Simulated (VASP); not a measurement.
Consider the following.

```
Be2C
1.0
    0.00000     2.13607     2.13607
    2.13607     0.00000     2.13607
    2.13607     2.13607     0.00000
Be C
2 1
Cartesian
  1.06803   1.06803   1.06803
  3.20410   3.20410   3.20410
  0.00000   0.00000   0.00000
```

Method: LDA (Ceperley-Alder, Perdew-Zunger), VASP's LDA PAW potentials (set 64) (plane waves; VASP 6.6.1). Settings: 520 eV cut-off, Gaussian smearing of 0.050 eV, potentials Be C.

Question: What does the run give for the band gap (along the path) with the smallest direct gap where there is one?

Answer: 
```json
{
 "band gap (along the path)": "1.20 eV",
 "smallest direct gap (along the path)": "4.10 eV"
}
```

Total energies compare only between runs with the same potentials, cut-off and functional.

The compound is Be2C in the antifluorite structure. It was relaxed first.
